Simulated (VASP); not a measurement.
# Ca3SiO3 (P4/mmm) in VASP: single point with r2SCAN

Aim: the single point of Ca3SiO3 with r2SCAN.

All numbers are computed with VASP 6.6.1; they aren't measurements. Logs are shortened: lines on timing, memory, paths and dates and some standing lists are left out, and cuts for length are marked.

### 1 Starting point

The structure is tetragonal, space group P4/mmm (No. 123). Conventional cell: a = 3.620 Å, b = 3.620 Å, c = 8.377 Å, α = 90.00°, β = 90.00°, γ = 90.00°. O (site symmetry 4mm) is surrounded by 1 Si at 1.38 Å. Around O (site symmetry 4/mmm) lie 6 Ca at 2.33 to 2.56 Å. Ca (site symmetry 4mm) is surrounded by 5 O at 2.33 to 2.60 Å. Ca (site symmetry 4/mmm) is surrounded by 6 O at 2.56 to 2.81 Å. Si (site symmetry 4/mmm) is surrounded by 2 O at 1.38 Å.

The cell was built by a generator and needn't be a form met in nature.

### 2 Single point, r2SCAN

File POSCAR:

```
Ca3SiO3
1.0
    3.6198070000      0.0000000000      0.0000000000
    0.0000000000      3.6198070000      0.0000000000
    0.0000000000      0.0000000000      8.3765280000
O Ca Si
3 3 1
Direct
    0.0000000000      0.0000000000      0.3354000000
    0.0000000000      0.0000000000      0.6646000000
    0.5000000000      0.5000000000      0.0000000000
    0.5000000000      0.5000000000      0.2778000000
    0.5000000000      0.5000000000      0.7222000000
    0.0000000000      0.0000000000      0.0000000000
    0.0000000000      0.0000000000      0.5000000000
```

File INCAR.step1:

```
  PREC = Accurate
  ENCUT = 520
  ISMEAR = -1
  SIGMA = 0.1
  LREAL = False
  LASPH = True
  NELM = 100
  NBANDS = 35
  GGA = PE
  ALGO = Normal
  EDIFF = 1E-4
  LWAVE = True
  LCHARG = False
```

File INCAR.step2:

```
  PREC = Accurate
  ENCUT = 520
  EDIFF = 1E-7
  ISMEAR = -1
  SIGMA = 0.1
  LREAL = False
  LASPH = True
  NELM = 100
  ALGO = Normal
  ISIF = 2
  LWAVE = False
  LCHARG = False
  METAGGA = R2SCAN
  LMIXTAU = True
  NBANDS = 35
  ISTART = 1
```

File KPOINTS:

```
regular mesh
0
Gamma
  9 9 4
```

Potentials or basis: VASP PAW PBE potentials, release 64 (O, Ca_sv, Si).

On the command line:

```console
$ cat potpaw_PBE.64/O/POTCAR potpaw_PBE.64/Ca_sv/POTCAR potpaw_PBE.64/Si/POTCAR > POTCAR
$ cp INCAR.step1 INCAR
$ mpirun -np 1 vasp_std > vasp.out
$ cp INCAR.step2 INCAR
$ mpirun -np 1 vasp_std > vasp.out
```

OUTCAR:

```text
PREC = Accurate
   ENCUT = 520
   EDIFF = 1E-7
   ISMEAR = -1
   LREAL = False
   LASPH = True
   NELM = 100
   ISIF = 2
   METAGGA = R2SCAN
   ISTART = 1

 ion  position               nearest neighbor table
   1  0.000  0.000  0.335-   7 1.38
   2  0.000  0.000  0.665-   7 1.38
   3  0.500  0.500  0.000-   4 2.33   5 2.33   6 2.56   6 2.56   6 2.56   6 2.56
   4  0.500  0.500  0.278-   3 2.33
   5  0.500  0.500  0.722-   3 2.33
   6  0.000  0.000  0.000-   3 2.56   3 2.56   3 2.56   3 2.56
   7  0.000  0.000  0.500-   1 1.38   2 1.38

  LATTYP: Found a simple tetragonal cell.
 ALAT       =     3.6198070000
 C/A-ratio  =     2.3140813861

  Lattice vectors:

 A1 = (   3.6198070000,   0.0000000000,   0.0000000000)
 A2 = (   0.0000000000,   3.6198070000,   0.0000000000)
 A3 = (   0.0000000000,   0.0000000000,   8.3765280000)

Analysis of symmetry for initial positions (statically):
=====================================================================
 Subroutine PRICEL returns:
 Original cell was already a primitive cell.

 Routine SETGRP: Setting up the symmetry group for a
 simple tetragonal supercell.

 Subroutine GETGRP returns: Found 16 space group operations
 (whereof 16 operations were pure point group operations)
 out of a pool of 16 trial point group operations.

The static configuration has the point symmetry D_4h.

Analysis of symmetry for dynamics (positions and initial velocities):
=====================================================================
 Subroutine PRICEL returns:
 Original cell was already a primitive cell.

 Routine SETGRP: Setting up the symmetry group for a
 simple tetragonal supercell.

 Subroutine GETGRP returns: Found 16 space group operations
 (whereof 16 operations were pure point group operations)
 out of a pool of 16 trial point group operations.

The dynamic configuration has the point symmetry D_4h.

 Subroutine INISYM returns: Found 16 space group operations
 (whereof 16 operations are pure point group operations),
 and found     1 'primitive' translations

----------------------------------------------------------------------------------------

                                     Primitive cell

[... 100 lines left out ...]
   EDIFF  = 0.1E-06   stopping-criterion for ELM
   LREAL  =      F    real-space projection
   EDIFFG = 0.1E-05   stopping-criterion for IOM
   NSW    =      0    number of steps for IOM
   IBRION =     -1    ionic relax: 0-MD 1-quasi-New 2-CG
   NFREE  =      0    steps in history (QN), initial steepest desc. (CG)
   ISIF   =      2    stress and relaxation
   ISYM   =      2    0-nonsym 1-usesym 2-fastsym
   POTIM  = 0.5000    time-step for ionic-motion
   TEBEG  =    0.0;   TEEND  =   0.0 temperature during run
   PSTRESS=    0.0 pullay stress
   NELECT =      52.0000    total number of electrons
   NUPDOWN=      -1.0000    fix difference up-down
   EMIN   =  10.00;   EMAX   =-10.00  energy-range for DOS
   EFERMI =   0.00;   METHOD = LEGACY
   ISMEAR =    -1;   SIGMA  =   0.10  broadening in eV -4-tet -1-fermi 0-gaus
   EFERMI_NEDOS =   21; number of points for ismear=-14 and -15
   IALGO  =     38    algorithm
   IMIX   =      4    mixing-type and parameters
     AMIX     =   0.40;   BMIX     =  1.00
     AMIX_MAG =   1.60;   BMIX_MAG =  1.00
  volume/ion in A,a.u.               =      15.68       105.81
  Fermi-wavevector in a.u.,A,eV,Ry     =   1.276236  2.411736 22.160874  1.628778
  Thomas-Fermi vector in A             =   2.408903
   LORBIT       =      0    0 simple, 1 ext, 2 COOP (PROOUT), +10 PAW based schemes
   METAGGA = R2SCAN    functional components
   LHFCALC =     F    Hartree Fock is set to
   AEXX    =    0.0000 exact exchange contribution
   IVDW    =     0    specifies the selected vdW correction
   LEPSILON=     F    determine dielectric tensor
   LRPA    =     F    only Hartree local field effects (RPA)
 non-spin polarized calculation
  energy-cutoff  :      520.00
  volume of cell :      109.76
 maximum number of plane-waves:      2988
 NGX is ok and might be reduce to    28
   NGX = 13   NGY = 13   NGZ = 31

 number of electron      52.0000019 magnetization

 Free energy of the ion-electron system (eV)
  ---------------------------------------------------
  ext. energy  EPLUGINS =         0.00000000
  ---------------------------------------------------
  free energy    TOTEN  =       -58.17070821 eV

  energy without entropy =      -58.08897107  energy(sigma->0) =      -58.12983964

 E-fermi :   6.6764     XC(G=0): -10.5297

 val. band max:        6.6729828834   @ k =   0.4444   0.3333   0.0000
 cond. band min:       6.6993595638   @ k =   0.1111   0.0000   0.0000
 fundamental gap:      0.0263766804
 Fermi energy:         6.6763762341

 k-point     1 :       0.0000    0.0000    0.0000
  band No.  band energies     occupation
      1     -37.5928      2.00000
      2     -37.2097      2.00000
      3     -37.2070      2.00000
      4     -18.3982      2.00000
      5     -17.9982      2.00000
      6     -17.6666      2.00000
[... 901 lines left out ...]
     34      10.0435      0.00000
     35      10.3487      0.00000

 [... further k-points ...]

------------------------ aborting loop because EDIFF is reached ----------------------------------------

  FORCE on cell =-STRESS in cart. coord.  units (eV):
  Direction    XX          YY          ZZ          XY          YZ          ZX
  --------------------------------------------------------------------------------------
  -------------------------------------------------------------------------------------
  Total       -2.8577806     -2.8577806     45.1219169      0.0000000      0.0000000      0.0000000
  in kB      -41.7161862    -41.7161862    658.6629703      0.0000000      0.0000000      0.0000000
  external PRESSURE =     191.7435326 kB  Pullay stress =       0.0000000 kB

 VOLUME and BASIS-vectors are now :
 -----------------------------------------------------------------------------
  energy-cutoff  :      520.00
  volume of cell :      109.76
      direct lattice vectors                 reciprocal lattice vectors
     3.619807000  0.000000000  0.000000000     0.276257823  0.000000000  0.000000000
     0.000000000  3.619807000  0.000000000     0.000000000  0.276257823  0.000000000
     0.000000000  0.000000000  8.376528000     0.000000000  0.000000000  0.119381204

 POSITION                                       TOTAL-FORCE (eV/Angst)
 -----------------------------------------------------------------------------------
      0.00000      0.00000      2.80949         0.000000     -0.000000    -18.959937
      0.00000      0.00000      5.56704         0.000000     -0.000000     18.959937
      1.80990      1.80990      0.00000         0.000000      0.000000      0.000000
      1.80990      1.80990      2.32700         0.000000     -0.000000      1.246416
      1.80990      1.80990      6.04953         0.000000      0.000000     -1.246416
      0.00000      0.00000      0.00000         0.000000      0.000000      0.000000
      0.00000      0.00000      4.18826         0.000000      0.000000      0.000000
 -----------------------------------------------------------------------------------
    total drift:                                0.000000      0.000000      0.000000

  FREE ENERGIE OF THE ION-ELECTRON SYSTEM (eV)
  ---------------------------------------------------
  free  energy   TOTEN  =       -58.1707082077 eV

  energy  without entropy=      -58.0889710697  energy(sigma->0) =      -58.12983964
```

Run time: 14 min. Hardware: 1 thread of Intel Xeon Platinum 8375C at 2.90GHz (Ice Lake), shared host; peak memory 0.33 GiB.

What came out:

- Free energy: -58.1707 eV
- Pressure: 19.2 GPa
- Largest force: 18.960 eV/Å
- Band gap on the k mesh: none (metal or under the smearing width)

Forces in eV/Å, atoms in the order of the input:
```
O     0.000   0.000 -18.960
O     0.000   0.000  18.960
O     0.000   0.000   0.000
Ca    0.000   0.000   1.246
Ca    0.000   0.000  -1.246
Ca    0.000   0.000   0.000
Si    0.000   0.000   0.000
```

Caveat: so large a pressure means that the cell lies far from this level's equilibrium, or that cutoff or potentials fall short; the potentials were made for another functional, which shifts forces and pressure.
